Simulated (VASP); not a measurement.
All values below come from SCAN meta-GGA, VASP's PBE PAW potentials (set 64) (plane waves; VASP).

Input for VASP

INCAR:
```
ALGO  =  Normal
EDIFF  =  1E-7
EDIFFG  =  -0.01
ENCUT  =  520
IBRION  =  2
ISIF  =  4
ISMEAR  =  0
LASPH  =  T
LCHARG  =  F
LMAXMIX  =  4
LMIXTAU  =  T
LREAL  =  F
LWAVE  =  F
METAGGA  =  SCAN
NELM  =  100
NSW  =  30
PREC  =  Accurate
SIGMA  =  0.05
SYSTEM  =  PbO2
```

**KPOINTS**
```
Automatic
0
G
 5 5 7
0 0 0
```

File POSCAR:
```
PbO2
1
    5.0308665556     0.0000000000     0.0000000000
    0.0000000000     5.0308665556     0.0000000000
    0.0000000000     0.0000000000     3.4444681317
Pb O
2 4
Direct
  1.0000000000   0.0000000000   0.0000000000
  0.5000000000   0.5000000000   0.5000000000
  0.3072558659   0.3072558659   0.0000000000
  0.8072558659   0.1927441341   0.5000000000
  0.1927441341   0.8072558659   0.5000000000
  0.6927441341   0.6927441341   1.0000000000
```

POTCAR, in this order: Pb_d O (PBE.64 set). Program: vasp_std.

The resulting files:

OUTCAR:
```
 ion  position               nearest neighbor table
   1  0.000  0.000  0.000-   3 2.19   6 2.19   5 2.20   4 2.20   4 2.20   5 2.20   2 3.95   2 3.95
                             2 3.95   2 3.95   2 3.95   2 3.95   2 3.95   2 3.95
   2  0.500  0.500  0.500-   4 2.19   5 2.19   3 2.20   6 2.20   3 2.20   6 2.20   1 3.95   1 3.95
                             1 3.95   1 3.95   1 3.95   1 3.95   1 3.95   1 3.95
   3  0.307  0.307  0.000-   1 2.19   2 2.20   2 2.20
   4  0.807  0.193  0.500-   2 2.19   1 2.20   1 2.20
   5  0.193  0.807  0.500-   2 2.19   1 2.20   1 2.20
   6  0.693  0.693  0.000-   1 2.19   2 2.20   2 2.20
  LATTYP: Found a simple tetragonal cell.
 ALAT       =     5.0308665556
 C/A-ratio  =     0.6846669642
 Subroutine PRICEL returns:
 Original cell was already a primitive cell.
 Subroutine GETGRP returns: Found 16 space group operations
The static configuration has the point symmetry D_2h.
 The point group associated with its full space group is D_4h.
The dynamic configuration has the point symmetry D_2h.
 Subroutine INISYM returns: Found 16 space group operations
 Subroutine IBZKPT returns following result:
 Found     24 irreducible k-points:

 Following reciprocal coordinates:
            Coordinates               Weight
  0.000000  0.000000  0.000000      1.000000
  0.200000  0.000000  0.000000      4.000000
  0.400000  0.000000  0.000000      4.000000
  0.200000  0.200000  0.000000      4.000000
  0.400000  0.200000  0.000000      8.000000
  0.400000  0.400000  0.000000      4.000000
  0.000000  0.000000  0.142857      2.000000
  0.200000  0.000000  0.142857      8.000000
  0.400000  0.000000  0.142857      8.000000
  0.200000  0.200000  0.142857      8.000000
  0.400000  0.200000  0.142857     16.000000
  0.400000  0.400000  0.142857      8.000000
  0.000000  0.000000  0.285714      2.000000
  0.200000  0.000000  0.285714      8.000000
  0.400000  0.000000  0.285714      8.000000
  0.200000  0.200000  0.285714      8.000000
  0.400000  0.200000  0.285714     16.000000
  0.400000  0.400000  0.285714      8.000000
  0.000000  0.000000  0.428571      2.000000
  0.200000  0.000000  0.428571      8.000000
  0.400000  0.000000  0.428571      8.000000
  0.200000  0.200000  0.428571      8.000000
  0.400000  0.200000  0.428571     16.000000
  0.400000  0.400000  0.428571      8.000000
   k-points           NKPTS =     24   k-points in BZ     NKDIM =     24   number of bands    NBANDS=     31
   number of dos      NEDOS =    301   number of ions     NIONS =      6
   total plane-waves  NPLWV =  44800
   dimension x,y,z NGX =    40 NGY =   40 NGZ =   28
   dimension x,y,z NGXF=    80 NGYF=   80 NGZF=   56
   ions per type =               2   4
   PREC   = accura    normal or accurate (medium, high low for compatibility)
   ISTART =      0    job   : 0-new  1-cont  2-samecut
   ICHARG =      2    charge: 1-file 2-atom 10-const
   ISPIN  =      1    spin polarized calculation?
   LNONCOLLINEAR =      F non collinear calculations
   LSORBIT =      F    spin-orbit coupling
   INIWAV =      1    electr: 0-lowe 1-rand  2-diag
   ENCUT  =  520.0 eV  38.22 Ry    6.18 a.u.   9.35  9.35  6.40*2*pi/ulx,y,z
   NELM   =    100;   NELMIN=  2; NELMDL= -5     # of ELM steps
   EDIFF  = 0.1E-06   stopping-criterion for ELM
   LREAL  =      F    real-space projection
   NLSPLINE    = F    spline interpolate recip. space projectors
   LMAXMIX     =    4 max onsite mixed and CHGCAR
   VOSKOWN=      0    Vosko Wilk Nusair interpolation
   EDIFFG = -.1E-01   stopping-criterion for IOM
   NSW    =     30    number of steps for IOM
   NBLOCK =      1;   KBLOCK =     30    inner block; outer block
   IBRION =      2    ionic relax: 0-MD 1-quasi-New 2-CG
   NFREE  =      1    steps in history (QN), initial steepest desc. (CG)
   ISIF   =      4    stress and relaxation
   ISYM   =      2    0-nonsym 1-usesym 2-fastsym
...
```

**OSZICAR**
```
       N       E                     dE             d eps       ncg     rms          rms(c)
DAV:   1     0.544292637482E+03    0.54429E+03   -0.26809E+04  1488   0.206E+03
DAV:   2    -0.105588715718E+03   -0.64988E+03   -0.62727E+03  1635   0.553E+02
DAV:   3    -0.198881741582E+03   -0.93293E+02   -0.90275E+02  1980   0.231E+02
DAV:   4    -0.202270226131E+03   -0.33885E+01   -0.33783E+01  1810   0.487E+01
DAV:   5    -0.202392370385E+03   -0.12214E+00   -0.12212E+00  1943   0.897E+00    0.122E+01
DAV:   6    -0.183799200564E+03    0.18593E+02   -0.19466E+01  2096   0.825E+01    0.376E+00
DAV:   7    -0.180854018717E+03    0.29452E+01   -0.37129E+00  1488   0.176E+01    0.279E+00
DAV:   8    -0.186851850364E+03   -0.59978E+01   -0.17558E+00  1742   0.124E+01    0.100E+00
DAV:   9    -0.180899361273E+03    0.59525E+01   -0.11142E+00  1527   0.974E+00    0.327E-01
DAV:  10    -0.181561453400E+03   -0.66209E+00   -0.49081E-01  1544   0.562E+00    0.255E-01
DAV:  11    -0.181574005189E+03   -0.12552E-01   -0.12914E-02  2001   0.977E-01    0.253E-01
DAV:  12    -0.181578154801E+03   -0.41496E-02   -0.86864E-03  2189   0.836E-01    0.222E-01
DAV:  13    -0.181600462476E+03   -0.22308E-01   -0.21052E-02  1646   0.164E+00    0.249E-01
DAV:  14    -0.181605224087E+03   -0.47616E-02   -0.73596E-03  1572   0.947E-01    0.186E-01
DAV:  15    -0.181606990172E+03   -0.17661E-02   -0.81374E-04  1871   0.277E-01    0.146E-01
DAV:  16    -0.181608110346E+03   -0.11202E-02   -0.10293E-03  1910   0.372E-01    0.756E-02
DAV:  17    -0.181608400355E+03   -0.29001E-03   -0.31905E-04  2386   0.188E-01    0.359E-02
DAV:  18    -0.181608501994E+03   -0.10164E-03   -0.35282E-05  2309   0.906E-02    0.216E-02
DAV:  19    -0.181608784957E+03   -0.28296E-03   -0.36995E-05  2218   0.961E-02    0.841E-03
DAV:  20    -0.181608904246E+03   -0.11929E-03   -0.26133E-05  2394   0.741E-02    0.568E-03
DAV:  21    -0.181608897752E+03    0.64940E-05   -0.68414E-06  2000   0.306E-02    0.328E-03
DAV:  22    -0.181608901346E+03   -0.35936E-05   -0.91784E-07  1796   0.117E-02    0.151E-03
DAV:  23    -0.181608899488E+03    0.18576E-05   -0.14962E-07  1348   0.428E-03    0.125E-03
DAV:  24    -0.181608896682E+03    0.28064E-05   -0.10245E-07  1108   0.307E-03    0.469E-04
DAV:  25    -0.181608897227E+03   -0.54517E-06   -0.45557E-08   989   0.222E-03    0.169E-04
DAV:  26    -0.181608897702E+03   -0.47503E-06   -0.14118E-08   912   0.137E-03    0.982E-05
DAV:  27    -0.181608896964E+03    0.73825E-06   -0.56441E-09   891   0.800E-04    0.496E-05
DAV:  28    -0.181608896758E+03    0.20559E-06   -0.29570E-09   912   0.497E-04    0.112E-05
DAV:  29    -0.181608896747E+03    0.10925E-07   -0.92816E-10   898   0.304E-04
   1 F= -.18160890E+03 E0= -.18160884E+03  d E =-.181609E+03
       N       E                     dE             d eps       ncg     rms          rms(c)
DAV:   1    -0.181614975139E+03   -0.60784E-02   -0.68025E-01  1488   0.615E+00    0.403E-01
DAV:   2    -0.181612327540E+03    0.26476E-02   -0.31856E-02  1842   0.158E+00    0.249E-01
DAV:   3    -0.181610958511E+03    0.13690E-02   -0.42626E-03  2079   0.817E-01    0.621E-02
DAV:   4    -0.181611267754E+03   -0.30924E-03   -0.17544E-03  1750   0.466E-01    0.187E-02
DAV:   5    -0.181611353590E+03   -0.85837E-04   -0.11940E-03  1516   0.375E-01    0.203E-02
DAV:   6    -0.181611237613E+03    0.11598E-03   -0.55375E-04  1495   0.254E-01    0.561E-03
DAV:   7    -0.181611219987E+03    0.17626E-04   -0.51906E-05  1628   0.758E-02    0.254E-03
DAV:   8    -0.181611212845E+03    0.71426E-05   -0.14342E-05  1586   0.374E-02    0.141E-03
DAV:   9    -0.181611214231E+03   -0.13858E-05   -0.52076E-06  1614   0.240E-02    0.619E-04
DAV:  10    -0.181611213998E+03    0.23209E-06   -0.27012E-07  1484   0.534E-03    0.351E-04
DAV:  11    -0.181611213534E+03    0.46398E-06   -0.11232E-07  1095   0.376E-03    0.954E-05
DAV:  12    -0.181611213343E+03    0.19180E-06   -0.11932E-08   863   0.144E-03    0.612E-05
DAV:  13    -0.181611213112E+03    0.23051E-06   -0.10552E-08   898   0.131E-03    0.215E-05
DAV:  14    -0.181611213013E+03    0.98742E-07   -0.21466E-09   863   0.658E-04
   2 F= -.18161121E+03 E0= -.18161116E+03  d E =-.231627E-02
       N       E                     dE             d eps       ncg     rms          rms(c)
DAV:   1    -0.181615957738E+03   -0.47446E-02   -0.74437E-01  1488   0.643E+00    0.423E-01
DAV:   2    -0.181613022290E+03    0.29354E-02   -0.34843E-02  1842   0.165E+00    0.261E-01
DAV:   3    -0.181611523780E+03    0.14985E-02   -0.46832E-03  2064   0.855E-01    0.654E-02
DAV:   4    -0.181611866713E+03   -0.34293E-03   -0.19317E-03  1758   0.488E-01    0.195E-02
DAV:   5    -0.181611968415E+03   -0.10170E-03   -0.13065E-03  1516   0.392E-01    0.211E-02
DAV:   6    -0.181611839239E+03    0.12918E-03   -0.59583E-04  1488   0.263E-01    0.579E-03
DAV:   7    -0.181611821263E+03    0.17976E-04   -0.54383E-05  1642   0.774E-02    0.267E-03
DAV:   8    -0.181611815191E+03    0.60717E-05   -0.14784E-05  1579   0.379E-02    0.145E-03
DAV:   9    -0.181611817677E+03   -0.24860E-05   -0.55851E-06  1586   0.249E-02    0.653E-04
DAV:  10    -0.181611817431E+03    0.24597E-06   -0.30752E-07  1569   0.572E-03    0.368E-04
DAV:  11    -0.181611816926E+03    0.50518E-06   -0.13719E-07  1053   0.412E-03    0.998E-05
DAV:  12    -0.181611816723E+03    0.20329E-06   -0.12511E-08   877   0.148E-03    0.600E-05
DAV:  13    -0.181611816494E+03    0.22860E-06   -0.11461E-08   884   0.138E-03    0.288E-05
DAV:  14    -0.181611816437E+03    0.57545E-07   -0.20250E-09   870   0.653E-04
   3 F= -.18161182E+03 E0= -.18161176E+03  d E =-.291969E-02
       N       E                     dE             d eps       ncg     rms          rms(c)
DAV:   1    -0.181611823857E+03   -0.73625E-05   -0.11473E-03  1495   0.253E-01    0.166E-02
DAV:   2    -0.181611822558E+03    0.12984E-05   -0.53788E-05  1842   0.652E-02    0.103E-02
DAV:   3    -0.181611825688E+03   -0.31299E-05   -0.71621E-06  2064   0.337E-02    0.258E-03
DAV:   4    -0.181611827782E+03   -0.20937E-05   -0.29442E-06  1766   0.190E-02    0.760E-04
DAV:   5    -0.181611829235E+03   -0.14526E-05   -0.20348E-06  1516   0.155E-02    0.834E-04
DAV:   6    -0.181611829065E+03    0.16909E-06   -0.83753E-07  1502   0.990E-03    0.227E-04
DAV:   7    -0.181611829093E+03   -0.27882E-07   -0.74490E-08  1080   0.294E-03
   4 F= -.18161183E+03 E0= -.18161177E+03  d E =-.293235E-02
       N       E                     dE             d eps       ncg     rms          rms(c)
DAV:   1    -0.181611947706E+03   -0.11864E-03   -0.28865E-02  1496   0.122E+00    0.681E-02
DAV:   2    -0.181611906176E+03    0.41530E-04   -0.95818E-04  2177   0.284E-01    0.416E-02
DAV:   3    -0.181611891867E+03    0.14309E-04   -0.15743E-04  1889   0.134E-01    0.131E-02
DAV:   4    -0.181611889163E+03    0.27040E-05   -0.85605E-05  1576   0.986E-02    0.166E-03
DAV:   5    -0.181611890484E+03   -0.13212E-05   -0.41195E-05  1488   0.641E-02    0.164E-03
DAV:   6    -0.181611886793E+03    0.36911E-05   -0.32949E-06  1642   0.181E-02    0.891E-04
DAV:   7    -0.181611887469E+03   -0.67621E-06   -0.83570E-07  1565   0.950E-03    0.161E-04
DAV:   8    -0.181611887026E+03    0.44334E-06   -0.40423E-07  1356   0.703E-03    0.948E-05
DAV:   9    -0.181611886956E+03    0.69604E-07   -0.25058E-08  1129   0.168E-03
   5 F= -.18161189E+03 E0= -.18161183E+03  d E =-.578631E-04
```

**OUTCAR**
```
------------------------ aborting loop because EDIFF is reached ----------------------------------------
  FORCE on cell =-STRESS in cart. coord.  units (eV):
  Direction    XX          YY          ZZ          XY          YZ          ZX
  --------------------------------------------------------------------------------------
  Total       -2.0165173     -2.0165173     -2.0337714      0.0000000      0.0000000      0.0000000
  in kB      -37.0599455    -37.0599455    -37.3770443      0.0000000      0.0000000      0.0000000
  external PRESSURE =     -37.1656451 kB  Pullay stress =       0.0000000 kB
  volume of cell :       87.18
      direct lattice vectors                 reciprocal lattice vectors
     5.051022381 -0.000000000  0.000000000     0.197979721  0.000000000  0.000000000
    -0.000000000  5.051022381  0.000000000     0.000000000  0.197979721  0.000000000
     0.000000000  0.000000000  3.417033061     0.000000000  0.000000000  0.292651544
 POSITION                                       TOTAL-FORCE (eV/Angst)
 -----------------------------------------------------------------------------------
      5.05102     -0.00000      0.00000         0.000000      0.000000     -0.000000
      2.52551      2.52551      1.70852         0.000000      0.000000     -0.000000
      1.55583      1.55583      3.41703        -0.003526     -0.003526      0.000000
      4.08134      0.96968      1.70852        -0.003526      0.003526     -0.000000
      0.96968      4.08134      1.70852         0.003526     -0.003526     -0.000000
      3.49519      3.49519      0.00000         0.003526      0.003526     -0.000000
 -----------------------------------------------------------------------------------
    total drift:                               -0.000000      0.000000     -0.000000
  FREE ENERGIE OF THE ION-ELECTRON SYSTEM (eV)
  ---------------------------------------------------
  free  energy   TOTEN  =      -181.6118869564 eV

  energy  without entropy=     -181.6117738029  energy(sigma->0) =     -181.61183038

 reached required accuracy - stopping structural energy minimisation
```
(Selected blocks of OUTCAR.)

File CONTCAR:
```
PbO2
   1.00000000000000
     5.0510223813977495   -0.0000000000000000    0.0000000000000000
    -0.0000000000000000    5.0510223813977495    0.0000000000000000
     0.0000000000000000    0.0000000000000000    3.4170330605841546
  Pb              O
     2     4
Direct
     1.0000000000000000    0.0000000000000000    0.0000000000000000
     0.5000000000000000    0.5000000000000000    0.5000000000000000
     0.3080234842537763    0.3080234842537763    1.0000000000000000
     0.8080234842537762    0.1919765157462237    0.5000000000000000
     0.1919765157462237    0.8080234842537762    0.5000000000000000
     0.6919765157462238    0.6919765157462238    0.0000000000000000
```

The compound is PbO2 in the rutile structure. This cell is one point of a volume scan, at 1.03 of the reference volume. Symmetry was kept, so distortions that lower it aren't found.
